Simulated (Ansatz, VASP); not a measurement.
**Two plane-wave programs on Li3B2H**

```
Li B H
1.0
     2.36816    0.00000    0.00000
    -1.18408    2.05089    0.00000
     0.00000    0.00000   10.01343
Li B H
3 2 1
Cartesian
  0.0000 1.3673 8.8413
  1.1841 0.6836 1.1721
  0.0000 0.0000 5.0067
  0.0000 1.3673 3.1008
  1.1841 0.6836 6.9127
  0.0000 0.0000 0.0000
```

Alike in both runs: functional PBE; k mesh 9 × 9 × 2; occupations gaussian, width 0.1 eV; no spin polarisation.

Ansatz relaxed the structure, and its values are those at the end. VASP's run is a single point on that final structure, the one shown.

|  | VASP | Ansatz |
| --- | --- | --- |
| version | VASP 6.6.1 | Ansatz 0.2.0 |
| potentials or method | VASP PAW PBE potentials, release 64 (Li_sv, B, H) | scalar-relativistic, plane waves, PAW |
| plane-wave cutoff (eV) | 520 | 420 |
| valence electrons in the cell | 16 | 16 |

```csv
,VASP,Ansatz,Ansatz less VASP
gap on the k mesh at the Fermi level (eV),none,none,-
rms of the force components (eV/Å),0.009,0.008,-0.0009
```

A gap of «none» marks a metal or a gap that the smearing closes.
